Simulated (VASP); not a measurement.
System: Fe, 1 atom in the cell.

The calculation used PBE, plane waves, standard recommended PAW potentials (VASP).

Cutoff 680 eV; orbitals from an earlier step on the same cell; potentials Fe_pv; PREC = Accurate; k-mesh 12×12×12 Γ-centred; Fermi–Dirac smearing of 0.1 eV; no spin polarisation.

```
CELL_PARAMETERS angstrom
-1.43300 1.43300 1.43300
1.43300 -1.43300 1.43300
1.43300 1.43300 -1.43300
ATOMIC_POSITIONS crystal
Fe 0.00000 0.00000 0.00000
```

(1) What pressure does the calculation give?

Answers

(1) The pressure is -22.75 GPa, so at these settings the cell is stretched and would shrink.

VASP prints the stress at a fixed plane-wave basis, so it holds the Pulay stress of this cutoff.

The k-mesh is modest, so these values aren't fully converged in k. Spin polarisation is left out, and a magnetic state may lie lower.
